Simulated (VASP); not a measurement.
Space group Fm-3m (No. 225); a = 4.950 Å, b = 4.950 Å, c = 4.950 Å, α = 90.00°, β = 90.00°, γ = 90.00°

```json
[
 {"atom": "Bi", "site": "4a", "symmetry": "m-3m", "x": "0.0000", "y": "0.0000", "z": "0.0000"}
]
```
(The calculation used a cell of 1 atom; values per cell refer to that cell.)

Calculation: PBEsol GGA, VASP's PBE PAW potentials (set 64) (plane waves; VASP). Run with 480 eV cut-off, 12×12×12 Γ-centred mesh, first-order Methfessel-Paxton smearing of 0.10 eV, potentials Bi_d.

Each relaxation starts from this cell; other phases were not tried.

### Question
The cell is relaxed at 5 GPa. What happens?

### Answer
The volume per atom goes from 30.32 to 28.10 Å³ (-7.3 %), and the cell becomes a = b = c = 4.826 Å, α = β = γ = 90.00°, space group Fm-3m.

### Question
The cell is relaxed at 20 GPa. What happens?

### Answer
The volume per atom goes from 30.32 to 24.51 Å³ (-19.2 %), and the cell becomes a = b = c = 4.6110 Å, α = β = γ = 90.00°, space group Fm-3m.

Failed runs are left out, and for metals the shear rows, which the mesh's noise covers.

The structure was generated: Bi was put into the fcc type (Fm-3m), which need not be its known phase.
